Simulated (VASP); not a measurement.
```xyz
2
Lattice="2.9248 0.0000 0.0000 0.0000 2.9248 0.0000 0.0000 0.0000 2.9248" Properties=species:S:1:pos:R:3 pbc="T T T"
Al     1.4624     1.4624     1.4624
Fe     0.0000     0.0000     0.0000
```

All values below come from PW91 GGA, VASP's PBE PAW potentials (set 64) (plane waves; VASP 6.6.1). Settings: 520 eV cut-off, 13×13×13 Γ-centred mesh, first-order Methfessel-Paxton smearing of 0.10 eV, potentials Al Fe.

### Question
Give the stress tensor in GPa (positive for a compressed cell).

### Answer

```
-9.24   0.00   0.00
 0.00  -9.24   0.00
 0.00   0.00  -9.24
```
The pressure is its mean diagonal, -9.24 GPa.

The compound is FeAl in the CsCl type structure. This cell is one point of a volume scan, at 1.06 of the reference volume. The run is not spin-polarised, so no magnetic state was tried. The electron count is odd and the run is not spin-polarised, which forces a metal.
